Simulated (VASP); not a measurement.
# InBiP2 with PBE + D3: from relaxation to properties

What structure does InBiP2 take at this level, and what are its properties? The steps: rough relaxation of the start cell, full relaxation (PBE + D3), single point with fields (PBE + D3), bands along the symmetry lines (PBE + D3), density of states (PBE + D3), electric field gradients (PBE + D3) and core levels (PBE + D3). The cell is invented: it takes the structure of a Materials Project entry for InBi3 (space group 21 there), with some of its atoms replaced by other elements, volume scaled by an estimate. It may not be a known or stable phase.

Main program and level: VASP 6.6.1; PBE with D3; plane waves and PAW (Bi_d, In_d, P); invented cell.

### 1. Set-up

Before any relaxation, the start is as follows. It takes space group C222 (No. 21, orthorhombic). Conventional cell: a = 2.991 Å, b = 7.966 Å, c = 7.821 Å, α = 90.00°, β = 90.00°, γ = 90.00°. Bi has 4 P at 2.95 Å and 2 Bi at 2.99 Å nearest. In has 4 P at 2.83 Å and 2 In at 2.99 Å nearest. Nearest to P lie 2 In at 2.83 Å and 2 Bi at 2.95 Å. It derives from InBi3. it takes the structure of a Materials Project entry for InBi3 (space group 21 there), with some of its atoms replaced by other elements, volume scaled by an estimate. Farther neighbours are not listed.

Structure file:

```xyz
4
Lattice="1.4956 -3.9830 0.0000 1.4956 3.9830 0.0000 0.0000 0.0000 7.8211" Properties=species:S:1:pos:R:3 pbc="T T T"
Bi    0.0000    0.0000    3.9105
In    1.4956    0.0000    0.0000
P     0.7478    1.9915    5.9483
P     0.7478   -1.9915    1.8728
```

### 2. Rough relaxation of the start cell

The start is only an estimate, so a cheap relaxation brings it near a minimum before any careful run. PBE, the usual starting point, adds the gradient of the density. A dispersion term adds the long-range attraction that semilocal functionals lack. D3 makes the C6 coefficients depend on coordination; zero damping switches the term off at short range.

Contents of INCAR:

```
SYSTEM = InBiP2
PREC = Normal
ENCUT = 400
EDIFF = 1E-05
NELM = 60
ISMEAR = 0
SIGMA = 0.05
LREAL = .FALSE.
ALGO = Fast
GGA = PE
IVDW = 11
NBANDS = 25
LORBIT = 11
LWAVE = .FALSE.
LCHARG = .FALSE.
KPAR = 2
IBRION = 2
NSW = 40
ISIF = 3
EDIFFG = -0.04
```

Contents of POSCAR:

```
InBiP2
1.0
    1.4955880000     -3.9829930000      0.0000000000
    1.4955880000      3.9829930000      0.0000000000
    0.0000000000      0.0000000000      7.8210990000
Bi In P
1 1 2
Direct
    0.0000000000      0.0000000000      0.5000000000
    0.5000000000      0.5000000000      0.0000000000
    0.0000000000      0.5000000000      0.7605500100
    0.5000000000      0.0000000000      0.2394499900
```

Contents of KPOINTS:

```
Automatic mesh
0
Gamma
6 6 2
0 0 0
```

PAW data sets: Bi_d, In_d and P (PBE family, release 64).

The run is started by

```bash
> mpirun -np 2 vasp_std
```

The log of the run:

```text
[banner, memory and clock lines left out]
running    2 mpi-ranks, on    1 nodes
 distrk:  each k-point on    1 cores,    2 groups
 distr:  one band on    1 cores,    1 groups

 POSCAR found type information on POSCAR BiInP
 POSCAR found :  3 types and       4 ions
 LDA part: xc-table for (Slater+PW92), standard interpolation
 POSCAR, INCAR and KPOINTS ok, starting setup
 FFT: planning ... GRIDC
 FFT: planning ... GRID_SOFT
 FFT: planning ... GRID
 WAVECAR not read
 entering main loop
       N       E                     dE             d eps       ncg     rms          rms(c)
DAV:   1     0.309981938528E+03    0.30998E+03   -0.16223E+04  1300   0.147E+03
DAV:   2     0.126397106069E+02   -0.29734E+03   -0.29182E+03  1366   0.391E+02
DAV:   3    -0.151972964295E+02   -0.27837E+02   -0.27311E+02  1670   0.134E+02
DAV:   4    -0.161853497179E+02   -0.98805E+00   -0.98477E+00  1578   0.270E+01
DAV:   5    -0.162282374320E+02   -0.42888E-01   -0.42883E-01  1948   0.525E+00    0.502E+00
RMM:   6    -0.158921374776E+02    0.33610E+00   -0.59942E-01  1347   0.512E+00    0.281E+00
RMM:   7    -0.158896604768E+02    0.24770E-02   -0.16661E-01  1580   0.226E+00    0.127E+00
RMM:   8    -0.158876044242E+02    0.20561E-02   -0.21008E-02  1431   0.125E+00    0.126E-01
RMM:   9    -0.158879855926E+02   -0.38117E-03   -0.76523E-03  1684   0.616E-01    0.123E-01
RMM:  10    -0.158880584800E+02   -0.72887E-04   -0.11888E-03  1775   0.293E-01    0.552E-02
RMM:  11    -0.158880966828E+02   -0.38203E-04   -0.20167E-04  1459   0.111E-01    0.132E-02
RMM:  12    -0.158880965969E+02    0.85925E-07   -0.57833E-05  1226   0.581E-02
   1 F= -.16880462E+02 E0= -.16878473E+02  d E =-.168805E+02
 curvature:   0.00 expect dE= 0.000E+00 dE for cont linesearch  0.000E+00
 trial: gam= 0.00000 g(F)=  0.338E-02 g(S)=  0.366E-01 ort = 0.000E+00 (trialstep = 0.100E+01)
 search vector abs. value=  0.400E-01
 bond charge predicted
       N       E                     dE             d eps       ncg     rms          rms(c)
DAV:   1    -0.162101122380E+02   -0.32202E+00   -0.91577E+00  1647   0.383E+01    0.309E+00
RMM:   2    -0.159484430020E+02    0.26167E+00   -0.60062E-01  1411   0.905E+00    0.132E+00
RMM:   3    -0.158954258649E+02    0.53017E-01   -0.19609E-01  1400   0.428E+00    0.286E-01
RMM:   4    -0.158972187769E+02   -0.17929E-02   -0.42682E-02  1641   0.155E+00    0.241E-01
RMM:   5    -0.158976779178E+02   -0.45914E-03   -0.66429E-03  1713   0.692E-01    0.192E-01
RMM:   6    -0.158977729714E+02   -0.95054E-04   -0.18461E-03  1640   0.360E-01    0.579E-02
RMM:   7    -0.158978160515E+02   -0.43080E-04   -0.54201E-04  1764   0.177E-01    0.304E-02
RMM:   8    -0.158978217300E+02   -0.56785E-05   -0.12102E-04  1288   0.789E-02    0.247E-02
RMM:   9    -0.158978231143E+02   -0.13843E-05   -0.25121E-05   896   0.437E-02
   2 F= -.16911532E+02 E0= -.16908417E+02  d E =-.310704E-01
[... from here on, the cycles between the ionic steps are left out ...]
   3 F= -.16926537E+02 E0= -.16925500E+02  d E =-.460753E-01
   4 F= -.16929512E+02 E0= -.16928218E+02  d E =-.490502E-01
   5 F= -.16930716E+02 E0= -.16929696E+02  d E =-.502544E-01
   6 F= -.16940198E+02 E0= -.16939114E+02  d E =-.948206E-02
   7 F= -.16957577E+02 E0= -.16956365E+02  d E =-.268611E-01
   8 F= -.16936250E+02 E0= -.16935059E+02  d E =-.553379E-02
   9 F= -.16959614E+02 E0= -.16959321E+02  d E =-.288978E-01
  10 F= -.16987926E+02 E0= -.16987656E+02  d E =-.283122E-01
  11 F= -.17045693E+02 E0= -.17044179E+02  d E =-.860793E-01
  12 F= -.17084357E+02 E0= -.17082928E+02  d E =-.124744E+00
  13 F= -.17084640E+02 E0= -.17083053E+02  d E =-.125026E+00
  14 F= -.17094923E+02 E0= -.17094144E+02  d E =-.102829E-01
  15 F= -.17104677E+02 E0= -.17104277E+02  d E =-.200371E-01
  16 F= -.17105075E+02 E0= -.17104678E+02  d E =-.204353E-01
  17 F= -.17108348E+02 E0= -.17107952E+02  d E =-.327325E-02
  18 F= -.17111089E+02 E0= -.17110686E+02  d E =-.601408E-02
  19 F= -.17111096E+02 E0= -.17110694E+02  d E =-.602108E-02
 curvature:  -0.81 expect dE=-0.240E-03 dE for cont linesearch -0.177E-06
 trial: gam= 0.03858 g(F)=  0.248E-03 g(S)=  0.481E-04 ort = 0.402E-04 (trialstep = 0.755E+00)
 search vector abs. value=  0.310E-03
 bond charge predicted
       N       E                     dE             d eps       ncg     rms          rms(c)
DAV:   1    -0.161213274227E+02   -0.60497E-03   -0.68676E-03  1511   0.870E-01    0.725E-02
RMM:   2    -0.161212611832E+02    0.66239E-04   -0.38743E-04  1384   0.207E-01    0.287E-02
RMM:   3    -0.161212468075E+02    0.14376E-04   -0.12574E-04  1563   0.114E-01    0.781E-03
RMM:   4    -0.161212461703E+02    0.63717E-06   -0.17844E-05   793   0.336E-02
  20 F= -.17111278E+02 E0= -.17110875E+02  d E =-.182049E-03
 trial-energy change:   -0.000182  1 .order   -0.000187   -0.000225   -0.000149
 step:   2.2325(harm=  2.2325)  dis= 0.00588  next Energy=   -17.111428 (dE=-0.332E-03)
 reached required accuracy - stopping structural energy minimisation
```

Wall time 3.8 min (2 MPI ranks of AMD EPYC 7R43, shared host); peak memory 0.36 GiB; 7.5 min of CPU time.

Lines that name or quote the potential files are left out of all logs, and their timing lines are given in words.

Parts of OUTCAR (step 2):

```text
ion  position               nearest neighbor table
   1  0.000  0.000  0.500-   3 2.95   4 2.95   3 2.95   4 2.95
   2  0.500  0.500  0.000-   3 2.83   4 2.83   4 2.83   3 2.83
   3  0.000  0.500  0.761-   2 2.83   2 2.83   1 2.95   1 2.95
   4  0.500  0.000  0.239-   2 2.83   2 2.83   1 2.95   1 2.95

  LATTYP: Found a base centered orthorhombic cell.
 ALAT       =     2.9911760000
 B/A-ratio  =     2.6631619136
 C/A-ratio  =     2.6147237742

 Subroutine GETGRP returns: Found  4 space group operations
 (whereof  4 operations were pure point group operations)

The static configuration has the point symmetry D_2 .

 Found     26 irreducible k-points:

   k-points           NKPTS =     26   k-points in BZ     NKDIM =     26   number of bands    NBANDS=     25

   dimension x,y,z NGX =    24 NGY =   24 NGZ =   40
   dimension x,y,z NGXF=    48 NGYF=   48 NGZF=   80

   ENCUT  =  400.0 eV  29.40 Ry    5.42 a.u.   6.94  6.94 12.75*2*pi/ulx,y,z

   NELECT =      38.0000    total number of electrons

 k-points in reciprocal lattice and weights: Automatic mesh
   0.00000000  0.00000000  0.00000000       0.014
   0.16666667  0.00000000  0.00000000       0.056
   0.33333333  0.00000000  0.00000000       0.056
   0.50000000  0.00000000  0.00000000       0.028
   0.16666667  0.16666667  0.00000000       0.028
   0.33333333  0.16666667  0.00000000       0.056
   0.50000000  0.16666667  0.00000000       0.056
  -0.33333333  0.16666667  0.00000000       0.056
  -0.16666667  0.16666667  0.00000000       0.028
[...]
-0.33333333  0.33333333  0.50000000       0.028
   0.50000000  0.50000000  0.50000000       0.014

 Edisp (eV)   -0.99037

 average (electrostatic) potential at core
       1-103.8892       2 -93.9217       3 -81.3478       4 -81.3478

 E-fermi :   7.3542

 k-point     1 :       0.0000    0.0000    0.0000
  band No.  band energies     occupation
    ...
     13      -2.7615      2.00000
     14       3.6328      2.00000
     15       4.8401      2.00000
     16       5.0093      2.00000
     17       6.6464      2.00000
     18       7.6446      0.00000
     19       8.9280      0.00000
     20       9.0184      0.00000
     21       9.7177      0.00000
     22       9.7518      0.00000
    ...

 k-point     2 :       0.1667    0.0000    0.0000
  band No.  band energies     occupation
    ...
     14       3.1627      2.00000
     15       4.9513      2.00000
     16       5.5206      2.00000
     17       5.6237      2.00000
     18       6.5450      2.00000
     19       7.5638      0.00000
     20       8.6093      0.00000
     21       9.0289      0.00000
     22       9.9156      0.00000
     23      10.8857      0.00000
    ...

 k-point     3 :       0.3333    0.0000    0.0000
  band No.  band energies     occupation
    ...
     16       4.5222      2.00000
     17       5.4112      2.00000
     18       5.8259      2.00000
     19       6.5782      2.00000
     20       7.2270      1.99968
     21       8.0149      0.00000
     22       8.6180      0.00000
     23      10.3209      0.00000
     24      11.5465      0.00000
     25      12.8910      0.00000

 Edisp (eV)   -0.99003

  Total       0.01277    -0.01736     0.03655     0.00000     0.00000     0.00000
  in kB       0.22228    -0.30199     0.63605     0.00000     0.00000     0.00000
  external pressure =        0.19 kB  Pullay stress =        0.00 kB

  energy-cutoff  :      400.00
  volume of cell :       92.08
      direct lattice vectors                 reciprocal lattice vectors
     1.691796200 -3.677214984  0.000000000     0.295543872 -0.135972469  0.000000000
     1.691796200  3.677214984  0.000000000     0.295543872  0.135972469  0.000000000
     0.000000000  0.000000000  7.400372295     0.000000000  0.000000000  0.135128337

 POSITION                                       TOTAL-FORCE (eV/Angst)
 -----------------------------------------------------------------------------------
      3.38359      0.00000      3.70019        -0.000000     -0.000000      0.000000
      1.69180      0.00000      0.00000        -0.000000     -0.000000      0.000000
      0.84590      1.83861      5.68699         0.000000      0.000000     -0.033883
      0.84590     -1.83861      1.71339        -0.000000      0.000000      0.033883
 -----------------------------------------------------------------------------------
    total drift:                               -0.000000      0.000001     -0.000000

  FREE ENERGIE OF THE ION-ELECTRON SYSTEM (eV)
  ---------------------------------------------------
  free  energy   TOTEN  =       -17.1112782829 eV

  energy  without entropy=      -17.1104720156  energy(sigma->0) =      -17.11087515

 reached required accuracy - stopping structural energy minimisation

 total charge
# of ion       s       p       d       tot
------------------------------------------
    1        1.571   1.194   9.953  12.717
    2        0.871   0.625   9.892  11.388
    3        1.097   1.334   0.000   2.431
    4        1.097   1.334   0.000   2.431
--------------------------------------------------
tot          4.636   4.487  19.845  28.967

[... 3 further parts left out ...]
```

The k-mesh is coarse for a metal. This relaxation is a rough one on cheap settings, only to bring the start near its minimum. The run keeps the 4 symmetry operations of its start, so it cannot find a distortion of lower symmetry.

The steps of the relaxation:

| step | energy less that of the first step (eV) | largest force (eV/Å) | pressure (GPa) | volume (Å³) |
| --- | --- | --- | --- | --- |
| 1 | 0.0000 | 0.1872 | -1.32 | 93.18 |
| 2 | -0.0311 | 0.1651 | 0.36 | 90.61 |
| 3 | -0.0461 | 0.1161 | 3.45 | 86.54 |
| 4 | -0.0490 | 0.1285 | 1.91 | 88.26 |
| 5 | -0.0503 | 0.1250 | 2.41 | 87.65 |
| 6 | -0.0597 | 0.1219 | 2.60 | 87.32 |
| 7 | -0.0771 | 0.1097 | 3.71 | 86.28 |
| 8 | -0.0558 | 0.0671 | 6.23 | 84.17 |
| 9 | -0.0792 | 0.0995 | 4.42 | 85.62 |
| 10 | -0.1075 | 0.0882 | 3.84 | 86.31 |
| 11 | -0.1652 | 0.0544 | 1.97 | 88.35 |
| 12 | -0.2039 | 0.0824 | -0.88 | 92.41 |
| 13 | -0.2042 | 0.0735 | -0.74 | 92.11 |
| 14 | -0.2145 | 0.0854 | -0.51 | 92.16 |
| 15 | -0.2242 | 0.0956 | -0.10 | 92.23 |
| 16 | -0.2246 | 0.0981 | -0.06 | 92.24 |
| 17 | -0.2279 | 0.0818 | 0.00 | 92.17 |
| 18 | -0.2306 | 0.0480 | 0.03 | 92.02 |
| 19 | -0.2306 | 0.0507 | 0.04 | 92.03 |
| 20 | -0.2308 | 0.0339 | 0.02 | 92.08 |

| cell as run | before | after | change |
| --- | --- | --- | --- |
| a (Å) | 4.255 | 4.048 | -4.9 % |
| b (Å) | 4.255 | 4.048 | -4.9 % |
| c (Å) | 7.821 | 7.400 | -5.4 % |
| γ (°) | 138.84 | 130.59 | -5.9 % |
| volume (Å³/atom) | 23.29 | 23.02 | -1.2 % |

The atoms that moved most (Å, as changes of fractional coordinates times the final cell):

| atom | dx | dy | dz | length |
| --- | --- | --- | --- | --- |
| P4 | 0.000 | 0.000 | -0.059 | 0.059 |
| P3 | 0.000 | 0.000 | 0.059 | 0.059 |

The relaxed structure:

```xyz
4
Lattice="1.6918 -3.6772 0.0000 1.6918 3.6772 0.0000 0.0000 0.0000 7.4004" Properties=species:S:1:pos:R:3 pbc="T T T"
Bi    0.0000    0.0000    3.7002
In    1.6918    0.0000    0.0000
P     0.8459    1.8386    5.6870
P     0.8459   -1.8386    1.7134
```

Numbers from this step:

* electrons: 38
* bands: 25
* irreducible k-points: 26
* symmetry operations: 4
* free energy (TOTEN): -17.11 eV
* energy at zero smearing: -17.11 eV
* Fermi energy: 7.354 eV
* pressure: 0.01854 GPa
* metallic: yes
* SCF cycles over all ionic steps: 144

It ends with a largest force of 0.034 eV/Å and a pressure of 0.02 GPa.

(Part 1 of 4 ends here.)

[Lines on the potential files, build, host, timing and source positions are cut from VASP's logs without a mark.]

[Logs are printed without paths, hosts, clocks, repeated set-up lines and the standing remarks that a program may print on its own settings, such as how far it seeks lower states.]

[Hosts, paths, dates, database ids (printed as entryN), source tags and the programs' standing remarks are cut or masked in the printed files.]

[A measured line is paired with the nearest computed mode of its activity, which favours agreement.]
